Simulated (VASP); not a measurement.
# Li2Be3Au (P2/m) in VASP: a series of runs

One crystal, Li2Be3Au, is run at these levels: PBE; tasks: relaxation of the atoms.

Program: VASP 6.6.1. These are calculated values, not measurements. Logs are shortened: lines on timing, memory, paths and dates and some standing lists are left out, and cuts for length are marked.

### 1 The cell of the first run

Symmetry: P2/m, No. 10, monoclinic system. The conventional cell has a = 4.359 Å, b = 4.018 Å, c = 4.436 Å, α = 90.00°, β = 118.27°, γ = 90.00°. Around Li (site symmetry m) lie 6 Be at 2.37 to 2.39 Å and 3 Li at 2.52 to 2.61 Å and 3 Au at 2.52 to 2.61 Å. Be (site symmetry 2/m) is surrounded by 4 Be at 2.18 to 2.26 Å and 4 Li at 2.38 Å. Be (site symmetry 2/m) is surrounded by 4 Be at 2.22 to 2.26 Å and 4 Li at 2.39 Å. Be (site symmetry 2/m) has 4 Be at 2.18 to 2.22 Å and 4 Li at 2.37 Å as nearest neighbours. Au (site symmetry 2/m) has 6 Li at 2.52 to 2.61 Å as nearest neighbours.

The cell was built by a generator and needn't be a form met in nature.

### 2 Relaxation of the atoms, PBE, 11.41 Å³/atom (strain = -0.04)

File INCAR:

```
PREC = Accurate
ENCUT = 520
EDIFF = 1E-6
ISMEAR = -1
SIGMA = 0.05
LREAL = False
LASPH = True
NELM = 100
ALGO = Normal
ISIF = 2
LWAVE = False
LCHARG = False
GGA = PE
IBRION = 2
NSW = 60
EDIFFG = -0.01
```

File KPOINTS:

```
regular mesh
0
Gamma
  5 5 5
```

File POSCAR:

```
Li2Be3Au
1.0
    4.4356100000     -0.0887122000      0.0000000000
   -2.2946370000      3.8857062000      0.0000000000
    0.0000000000      0.0000000000      4.0179200000
Li Be Au
2 3 1
Direct
    0.3333300000      0.6666700000      0.0000000000
    0.6666700000      0.3333300000      0.0000000000
    0.5000000000      0.0000000000      0.5000000000
    0.5000000000      0.5000000000      0.5000000000
    0.0000000000      0.5000000000      0.5000000000
    0.0000000000      0.0000000000      0.0000000000
```

Potentials or basis: VASP PAW PBE potentials, release 64 (Li_sv, Be, Au).

The run is started by

```console
> cat potpaw_PBE.64/Li_sv/POTCAR potpaw_PBE.64/Be/POTCAR potpaw_PBE.64/Au/POTCAR > POTCAR
> mpirun -np 1 vasp_std > vasp.out
```

OUTCAR:

```text
PREC = Accurate
   ENCUT = 520
   EDIFF = 1E-6
   ISMEAR = -1
   LREAL = False
   LASPH = True
   NELM = 100
   ISIF = 2
   GGA = PE
   IBRION = 2
   NSW = 60
   EDIFFG = -0.01

 ion  position               nearest neighbor table
   1  0.333  0.667  0.000-   5 2.37   5 2.37   3 2.38   3 2.38   4 2.39   4 2.39   2 2.52   6 2.52
                             2 2.56   6 2.56   6 2.61
   2  0.667  0.333  0.000-   5 2.37   5 2.37   3 2.38   3 2.38   4 2.39   4 2.39   1 2.52   6 2.52
                             1 2.56   6 2.56   6 2.61
   3  0.500  0.000  0.500-   5 2.18   5 2.18   4 2.26   4 2.26   1 2.38   2 2.38   1 2.38   2 2.38
                             6 2.99   6 2.99   6 2.99   6 2.99
   4  0.500  0.500  0.500-   5 2.22   5 2.22   3 2.26   3 2.26   1 2.39   2 2.39   1 2.39   2 2.39
                             6 2.96   6 2.96   6 2.96   6 2.96
   5  0.000  0.500  0.500-   3 2.18   3 2.18   4 2.22   4 2.22   1 2.37   2 2.37   1 2.37   2 2.37

   6  0.000  0.000  0.000-   2 2.52   1 2.52   2 2.56   1 2.56   1 2.61   2 2.61   4 2.96   4 2.96
                             4 2.96   4 2.96   3 2.99   3 2.99   3 2.99   3 2.99

  LATTYP: Found a simple monoclinic cell.
 ALAT       =     4.3590054855
 B/A-ratio  =     0.9217515356
 C/A-ratio  =     1.0177773458
 COS(beta)  =    -0.4736447899

  Lattice vectors:

 A1 = (   2.1409730000,   3.7969940000,   0.0000000000)
 A2 = (   0.0000000000,   0.0000000000,  -4.0179200000)
 A3 = (  -4.4356100000,   0.0887122000,   0.0000000000)

Analysis of symmetry for initial positions (statically):
=====================================================================
 Subroutine PRICEL returns:
 Original cell was already a primitive cell.

 Routine SETGRP: Setting up the symmetry group for a
 simple monoclinic supercell.

 Subroutine GETGRP returns: Found  4 space group operations
 (whereof  4 operations were pure point group operations)
 out of a pool of  4 trial point group operations.

The static configuration has the point symmetry C_2h.

Analysis of symmetry for dynamics (positions and initial velocities):
=====================================================================
 Subroutine PRICEL returns:
 Original cell was already a primitive cell.

 Routine SETGRP: Setting up the symmetry group for a
 simple monoclinic supercell.

 Subroutine GETGRP returns: Found  4 space group operations
 (whereof  4 operations were pure point group operations)
 out of a pool of  4 trial point group operations.

The dynamic configuration has the point symmetry C_2h.

 Subroutine INISYM returns: Found  4 space group operations
 (whereof  4 operations are pure point group operations),
 and found     1 'primitive' translations
[... 128 lines left out ...]
   GGA     = PE    functional components
   LHFCALC =     F    Hartree Fock is set to
   AEXX    =    0.0000 exact exchange contribution
   IVDW    =     0    specifies the selected vdW correction
   LEPSILON=     F    determine dielectric tensor
   LRPA    =     F    only Hartree local field effects (RPA)
 conjugate gradient relaxation of ions
 non-spin polarized calculation
  energy-cutoff  :      520.00
  volume of cell :       68.43
 maximum number of plane-waves:      1862
 NGX is ok and might be reduce to    36
   NGX = 17   NGY = 17   NGZ = 15

--------------------------------------- Ionic step        1  -------------------------------------------

 number of electron      23.0000000 magnetization

 Free energy of the ion-electron system (eV)
  ---------------------------------------------------
  ext. energy  EPLUGINS =         0.00000000
  ---------------------------------------------------
  free energy    TOTEN  =       -17.48124001 eV

  energy without entropy =      -17.45096989  energy(sigma->0) =      -17.46610495

------------------------ aborting loop because EDIFF is reached ----------------------------------------

  FORCE on cell =-STRESS in cart. coord.  units (eV):
  Direction    XX          YY          ZZ          XY          YZ          ZX
  --------------------------------------------------------------------------------------
  -------------------------------------------------------------------------------------
  Total        0.0458553     -0.0138488      0.0541231      0.4490744      0.0000000      0.0000000
  in kB        1.0735826     -0.3242333      1.2671514     10.5139059      0.0000000      0.0000000
  external PRESSURE =       0.6721669 kB  Pullay stress =       0.0000000 kB
[... 67 lines left out ...]
--------------------------------------- Ionic step        3  -------------------------------------------

 number of electron      23.0000000 magnetization

 Free energy of the ion-electron system (eV)
  ---------------------------------------------------
  ext. energy  EPLUGINS =         0.00000000
  ---------------------------------------------------
  free energy    TOTEN  =       -17.48179345 eV

  energy without entropy =      -17.45161409  energy(sigma->0) =      -17.46670377

 E-fermi :   5.0724     XC(G=0): -10.2442

 val. band max:        5.0699698202   @ k =   0.2000   0.2000   0.0000
 cond. band min:       5.0727353852   @ k =   0.2000   0.2000   0.4000
 fundamental gap:      0.0027655650
 Fermi energy:         5.0724229036

 k-point     1 :       0.0000    0.0000    0.0000
  band No.  band energies     occupation
      1     -39.9359      2.00000
      2     -39.8672      2.00000
      3      -2.9339      2.00000
      4       0.0820      2.00000
      5       0.1490      2.00000
      6       0.5940      2.00000
      7       0.9720      2.00000
      8       1.0103      2.00000
      9       3.1945      2.00000
     10       3.3557      2.00000
     11       4.6648      1.99942
     12       5.0585      1.13817
     13       6.1857      0.00000
     14       7.9913      0.00000
[... 401 lines left out ...]
      2     -39.8898      2.00000
      3      -0.8525      2.00000
      4      -0.6443      2.00000
      5       0.2800      2.00000
      6       0.5277      2.00000
      7       0.6050      2.00000
      8       0.8133      2.00000
      9       1.2669      2.00000
     10       2.1518      2.00000
     11       4.7782      1.99445
     12       5.0612      1.11218
     13       6.1613      0.00000
     14       8.2596      0.00000
     15       9.3120      0.00000

 [... further k-points ...]

------------------------ aborting loop because EDIFF is reached ----------------------------------------

  FORCE on cell =-STRESS in cart. coord.  units (eV):
  Direction    XX          YY          ZZ          XY          YZ          ZX
  --------------------------------------------------------------------------------------
  -------------------------------------------------------------------------------------
  Total        0.0390983     -0.0308436      0.0623011      0.4175353      0.0000000      0.0000000
  in kB        0.9153859     -0.7221226      1.4586189      9.7755007      0.0000000      0.0000000
  external PRESSURE =       0.5506274 kB  Pullay stress =       0.0000000 kB
[... 21 lines left out ...]
  FREE ENERGIE OF THE ION-ELECTRON SYSTEM (eV)
  ---------------------------------------------------
  free  energy   TOTEN  =       -17.4817934507 eV

  energy  without entropy=      -17.4516140886  energy(sigma->0) =      -17.46670377

 reached required accuracy - stopping structural energy minimisation
```

Run time: 26 s. Hardware: 1 thread of Intel Xeon 6975P-C (Granite Rapids), shared host; peak memory 0.21 GiB.

Results:

```
Free energy               : -17.4818 eV
Energy gained by relaxing : 0.1 meV/atom
Ionic steps               : 3
Band gap on the k mesh    : none (metal or under the smearing width)
```

Caveat: the cutoff is under 1.25 times the usual one of these potentials, so pressure, stress and relaxed cells hold a basis-set (Pulay) error.

### 3 Relaxation of the atoms, PBE, 11.41 Å³/atom (strain = -0.02)

INCAR is that of step 2.

KPOINTS is that of step 2.

POSCAR: that of step 2 with these lines changed.

```diff
@@ -2,4 +2,4 @@
 1.0
-    4.4356100000     -0.0887122000      0.0000000000
-   -2.2946370000      3.8857062000      0.0000000000
+    4.4356100000     -0.0443561000      0.0000000000
+   -2.2562235000      3.8635281000      0.0000000000
     0.0000000000      0.0000000000      4.0179200000
```

Potentials or basis: VASP PAW PBE potentials, release 64 (Li_sv, Be, Au).

The run is started by

```console
> cat potpaw_PBE.64/Li_sv/POTCAR potpaw_PBE.64/Be/POTCAR potpaw_PBE.64/Au/POTCAR > POTCAR
> mpirun -np 1 vasp_std > vasp.out
```

It took 28 s on 1 thread of Intel Xeon 6975P-C (Granite Rapids), shared host; peak memory 0.22 GiB.

The run converged. Its results:

```
Free energy               : -17.4874 eV
Energy gained by relaxing : 0.0 meV/atom
Ionic steps               : 3
Band gap on the k mesh    : none (metal or under the smearing width)
```

Caveat: the cutoff is under 1.25 times the usual one of these potentials, so pressure, stress and relaxed cells hold a basis-set (Pulay) error.
